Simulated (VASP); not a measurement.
Input:

```
Ga
1.0
    2.15760    -3.67969     0.00000
    2.15760     3.67969     0.00000
    0.00000     0.00000     4.34554
Ga
4
Direct
  0.15506   0.84494   0.91512
  0.34494   0.65506   0.41512
  0.65506   0.34494   0.58488
  0.84494   0.15506   0.08488
```

The numbers are results of LDA (Ceperley-Alder, Perdew-Zunger), VASP's LDA PAW potentials (set 64) (plane waves; VASP), not measurements. Run with 500 eV cut-off, 8×8×7 Γ-centred mesh, first-order Methfessel-Paxton smearing of 0.10 eV, potentials Ga_d.

Problem. Estimate the energy per atom (σ→0), pressure, band gap (on the k-mesh) with the smallest direct gap where there is one.

Solution. 
| Item | Value |
|---|---|
| band gap (on the k-mesh) | none (metal, semimetal or under 0.01 eV) |
| energy per atom (σ→0) | -3588 meV/atom |
| pressure | 50.9 kbar |

Only differences to runs with the same potentials and settings are physical.

The compound is Ga in the alpha structure. It was relaxed first under an external pressure of 5 GPa.
